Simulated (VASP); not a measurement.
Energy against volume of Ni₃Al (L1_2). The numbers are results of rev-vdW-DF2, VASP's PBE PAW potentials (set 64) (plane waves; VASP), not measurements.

```
V (Å³/atom)  E (eV/atom)
-----------  -----------
10.463          -3.43830
10.797          -3.45789
11.131          -3.46352
11.465          -3.45737
11.798          -3.44127
```

Q: Fit a third-order Birch-Murnaghan equation of state.

A: 
```yaml
volume_per_atom: 11.11 Å³/atom
bulk_modulus: 189 GPa
pressure_derivative_of_the_bulk_modulus: 4.65
lattice_constant_a: 3.542 Å
```

Measured: bulk modulus 174 GPa (computed value off by +8.9 %), as given by Nikolai A. Zarkevich et al., Crystals (2023), arXiv:2304.06869; a 3.572 Å (computed value off by -0.8 %), as given by Tensorial elastic properties and stability of interface states associated with Σ5(210) grain boundaries in Ni3(Al,Si). The calculation is for a static lattice, while the measured bulk modulus, a hold thermal and zero-point effects, which are part of the difference.

The compound is Ni3Al in the L1_2 structure. It was relaxed first.
